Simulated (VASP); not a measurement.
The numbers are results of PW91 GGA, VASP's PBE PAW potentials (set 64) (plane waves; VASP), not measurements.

VASP ran on this input.

File POSCAR:
```
GaAs
1
    0.0000000000     2.8250000000     2.8250000000
    2.8250000000     0.0000000000     2.8250000000
    2.8250000000     2.8250000000     0.0000000000
Ga As
1 1
Direct
  0.0000000000   0.0000000000   0.0000000000
  0.2500000000   0.2500000000   0.2500000000
```

### INCAR
```
SYSTEM = GaAs
PREC = Accurate
ENCUT = 520
EDIFF = 1E-6
NELM = 100
ALGO = Normal
LREAL = .FALSE.
LASPH = .TRUE.
ISMEAR = 0
SIGMA = 0.05
GGA = 91
LMAXMIX = 4
LWAVE = .FALSE.
LCHARG = .FALSE.
IBRION = 2
ISIF = 3
NSW = 60
EDIFFG = -0.01
```

KPOINTS:
```
kpoints
0
gamma
 7 7 7
0 0 0
```

POTCAR, in this order: Ga_d As (PBE.64 set). Program: vasp_std.

The run wrote:

OUTCAR:
```
 ion  position               nearest neighbor table
   1  0.000  0.000  0.000-   2 2.45   2 2.45   2 2.45   2 2.45
   2  0.250  0.250  0.250-   1 2.45   1 2.45   1 2.45   1 2.45
  LATTYP: Found a face centered cubic cell.
 ALAT       =     5.6500000000
 Subroutine PRICEL returns:
 Original cell was already a primitive cell.
 Subroutine GETGRP returns: Found 24 space group operations
The static configuration has the point symmetry T_d .
The dynamic configuration has the point symmetry T_d .
 Subroutine INISYM returns: Found 24 space group operations
 Subroutine IBZKPT returns following result:
 Found     20 irreducible k-points:

 Following reciprocal coordinates:
            Coordinates               Weight
  0.000000  0.000000  0.000000      1.000000
  0.142857  0.000000  0.000000      8.000000
  0.285714  0.000000  0.000000      8.000000
  0.428571  0.000000  0.000000      8.000000
  0.142857  0.142857  0.000000      6.000000
  0.285714  0.142857  0.000000     24.000000
  0.428571  0.142857  0.000000     24.000000
 -0.428571  0.142857  0.000000     24.000000
 -0.285714  0.142857  0.000000     24.000000
 -0.142857  0.142857  0.000000     12.000000
  0.285714  0.285714  0.000000      6.000000
  0.428571  0.285714  0.000000     24.000000
 -0.428571  0.285714  0.000000     24.000000
 -0.285714  0.285714  0.000000     12.000000
  0.428571  0.428571  0.000000      6.000000
 -0.428571  0.428571  0.000000     12.000000
  0.428571  0.285714  0.142857     24.000000
 -0.428571  0.285714  0.142857     48.000000
 -0.428571  0.428571  0.142857     24.000000
 -0.285714  0.428571  0.142857     24.000000
   k-points           NKPTS =     20   k-points in BZ     NKDIM =     20   number of bands    NBANDS=     13
   number of dos      NEDOS =    301   number of ions     NIONS =      2
   total plane-waves  NPLWV =  27000
   dimension x,y,z NGX =    30 NGY =   30 NGZ =   30
...
```

### OSZICAR
```
       N       E                     dE             d eps       ncg     rms          rms(c)
DAV:   1     0.831207934305E+02    0.83121E+02   -0.95082E+03   528   0.186E+03
DAV:   2    -0.209286583492E+01   -0.85214E+02   -0.82877E+02   550   0.329E+02
DAV:   3    -0.836570374380E+01   -0.62728E+01   -0.62368E+01   660   0.757E+01
DAV:   4    -0.847619222688E+01   -0.11049E+00   -0.11044E+00   602   0.112E+01
DAV:   5    -0.847825794709E+01   -0.20657E-02   -0.20656E-02   663   0.127E+00    0.295E+00
DAV:   6    -0.832197449262E+01    0.15628E+00   -0.27152E-01   804   0.102E+01    0.178E+00
DAV:   7    -0.829742686439E+01    0.24548E-01   -0.75484E-02   696   0.228E+00    0.565E-01
DAV:   8    -0.829730617958E+01    0.12068E-03   -0.10301E-02   610   0.142E+00    0.103E-01
DAV:   9    -0.829761308328E+01   -0.30690E-03   -0.10026E-03   624   0.436E-01    0.522E-02
DAV:  10    -0.829766248007E+01   -0.49397E-04   -0.71882E-05   663   0.104E-01    0.290E-02
DAV:  11    -0.829770094451E+01   -0.38464E-04   -0.53579E-05   550   0.690E-02    0.280E-03
DAV:  12    -0.829770117873E+01   -0.23422E-06   -0.10737E-06   475   0.182E-02
   1 F= -.82977012E+01 E0= -.82977012E+01  d E =-.829770E+01
       N       E                     dE             d eps       ncg     rms          rms(c)
DAV:   1    -0.906525475512E+01   -0.76755E+00   -0.10961E+01   680   0.720E+01    0.486E+00
DAV:   2    -0.849217128336E+01    0.57308E+00   -0.92019E-01   630   0.193E+01    0.234E+00
DAV:   3    -0.833338078296E+01    0.15879E+00   -0.26034E-01   688   0.101E+01    0.397E-01
DAV:   4    -0.832093193291E+01    0.12449E-01   -0.21696E-02   610   0.268E+00    0.173E-01
DAV:   5    -0.831915252859E+01    0.17794E-02   -0.14906E-03   590   0.581E-01    0.538E-02
DAV:   6    -0.831901161590E+01    0.14091E-03   -0.52039E-04   635   0.476E-01    0.215E-02
DAV:   7    -0.831901380275E+01   -0.21869E-05   -0.59649E-05   630   0.149E-01    0.504E-03
DAV:   8    -0.831901424829E+01   -0.44554E-06   -0.64083E-06   593   0.277E-02
   2 F= -.83190142E+01 E0= -.83188832E+01  d E =-.213131E-01
       N       E                     dE             d eps       ncg     rms          rms(c)
DAV:   1    -0.838092087622E+01   -0.61907E-01   -0.78682E-01   675   0.171E+01    0.140E+00
DAV:   2    -0.833487325954E+01    0.46048E-01   -0.89896E-02   635   0.732E+00    0.632E-01
DAV:   3    -0.832356007478E+01    0.11313E-01   -0.13686E-02   685   0.230E+00    0.147E-01
DAV:   4    -0.832248484251E+01    0.10752E-02   -0.12369E-03   578   0.511E-01    0.486E-02
DAV:   5    -0.832233266165E+01    0.15218E-03   -0.10312E-04   628   0.154E-01    0.103E-02
DAV:   6    -0.832233160640E+01    0.10553E-05   -0.57817E-06   709   0.299E-02    0.592E-03
DAV:   7    -0.832233211707E+01   -0.51066E-06   -0.12864E-06   385   0.197E-02
   3 F= -.83223321E+01 E0= -.83223127E+01  d E =-.246309E-01
       N       E                     dE             d eps       ncg     rms          rms(c)
DAV:   1    -0.832253756290E+01   -0.20596E-03   -0.28664E-03   685   0.106E+00    0.833E-02
DAV:   2    -0.832237285017E+01    0.16471E-03   -0.30934E-04   645   0.407E-01    0.383E-02
DAV:   3    -0.832233213416E+01    0.40716E-04   -0.53833E-05   690   0.146E-01    0.830E-03
DAV:   4    -0.832232877438E+01    0.33598E-05   -0.47007E-06   540   0.334E-02    0.285E-03
DAV:   5    -0.832232841726E+01    0.35712E-06   -0.31553E-07   260   0.904E-03
   4 F= -.83223284E+01 E0= -.83223131E+01  d E =-.246272E-01
       N       E                     dE             d eps       ncg     rms          rms(c)
DAV:   1    -0.832232923188E+01   -0.45751E-06   -0.29345E-06   420   0.335E-02    0.286E-03
DAV:   2    -0.832232904361E+01    0.18827E-06   -0.38083E-07   260   0.149E-02
   5 F= -.83223290E+01 E0= -.83223136E+01  d E =-.626357E-06
```

### OUTCAR
```
------------------------ aborting loop because EDIFF is reached ----------------------------------------
  FORCE on cell =-STRESS in cart. coord.  units (eV):
  Direction    XX          YY          ZZ          XY          YZ          ZX
  --------------------------------------------------------------------------------------
  Total        0.0171001      0.0171001      0.0171001      0.0000000      0.0000000      0.0000000
  in kB        0.5778965      0.5778965      0.5778965      0.0000000      0.0000000      0.0000000
  external PRESSURE =       0.5778965 kB  Pullay stress =       0.0000000 kB
  volume of cell :       47.41
      direct lattice vectors                 reciprocal lattice vectors
     0.000000000  2.872605994  2.872605994    -0.174057981  0.174057981  0.174057981
     2.872605994  0.000000000  2.872605994     0.174057981 -0.174057981  0.174057981
     2.872605994  2.872605994 -0.000000000     0.174057981  0.174057981 -0.174057981
  FREE ENERGIE OF THE ION-ELECTRON SYSTEM (eV)
  ---------------------------------------------------
  free  energy   TOTEN  =        -8.3223290436 eV

  energy  without entropy=       -8.3222981995  energy(sigma->0) =       -8.32231362

 reached required accuracy - stopping structural energy minimisation
```
(Selected blocks of OUTCAR.)

**CONTCAR**
```
GaAs
   1.00000000000000
     0.0000000000000000    2.8726059944717774    2.8726059944717774
     2.8726059944717774    0.0000000000000000    2.8726059944717774
     2.8726059944717774    2.8726059944717774   -0.0000000000000000
  Ga              As
     1     1
Direct
     1.0000000000000000    1.0000000000000000    0.0000000000000000
     0.2500000000000000    0.2500000000000000    0.2500000000000000
```

### OUTCAR
```
 val. band max:        3.4415312269   @ k =   0.0000   0.0000   0.0000

 cond. band min:       3.5899072298   @ k =   0.0000   0.0000   0.0000


 Fermi energy:         3.5236102484

 k-point     1 :       0.0000    0.0000    0.0000
  band No.  band energies     occupation
      1     -11.3345      2.00000
      2     -11.3345      2.00000
      3     -11.3345      2.00000
      4     -11.2663      2.00000
      5     -11.2663      2.00000
      6      -8.9447      2.00000
      7       3.4415      1.97974
      8       3.4415      1.97974
      9       3.4415      1.97974
     10       3.5899      0.06077
     11       7.1508      0.00000
     12       7.1508      0.00000
     13       7.1508      0.00000

 k-point     2 :       0.1429    0.0000    0.0000
  band No.  band energies     occupation
      1     -11.3477      2.00000
      2     -11.3307      2.00000
      3     -11.3307      2.00000
      4     -11.2665      2.00000
      5     -11.2665      2.00000
      6      -8.7243      2.00000
      7       1.1385      2.00000
      8       3.1667      2.00000
      9       3.1667      2.00000
     10       4.8459      0.00000
     11       7.5579      0.00000
     12       7.5579      0.00000
     13       7.7016      0.00000

 k-point     3 :       0.2857    0.0000    0.0000
  band No.  band energies     occupation
      1     -11.3749      2.00000
      2     -11.3232      2.00000
      3     -11.3232      2.00000
      4     -11.2656      2.00000
      5     -11.2656      2.00000
      6      -8.1272      2.00000
      7      -1.1395      2.00000
      8       2.6997      2.00000
      9       2.6997      2.00000
     10       4.6295      0.00000
     11       8.0522      0.00000
     12       8.0523      0.00000
     13       9.7160      0.00000

 k-point     4 :       0.4286    0.0000    0.0000
  band No.  band energies     occupation
      1     -11.3951      2.00000
      2     -11.3186      2.00000
      3     -11.3186      2.00000
...
```

Energy and stress use the plane-wave basis of the starting cell.

The compound is GaAs in the zinc blende structure. This run relaxes it. Symmetry was kept, so distortions that lower it aren't found.
